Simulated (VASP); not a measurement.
```xyz
2
Lattice="0.0000 3.1958 3.1958 3.1958 0.0000 3.1958 3.1958 3.1958 0.0000" Properties=species:S:1:pos:R:3 pbc="T T T"
Cd     0.0000     0.0000     0.0000
Se     1.5979     1.5979     1.5979
```

Computed with revPBE GGA, VASP's PBE PAW potentials (set 64) (plane waves; VASP). Numerical set-up: 520 eV cut-off, 7×7×7 Γ-centred mesh, Gaussian smearing of 0.050 eV, potentials Cd Se.

### Question
Give the stress tensor in GPa (positive for a compressed cell).

### Answer

```
-2.02   0.00   0.00
 0.00  -2.02   0.00
 0.00   0.00  -2.02
```
The pressure is its mean diagonal, -2.02 GPa.

The compound is CdSe in the zinc blende structure, whereas wurtzite is the usual form. This cell is one point of a volume scan, at 1.06 of the reference volume.
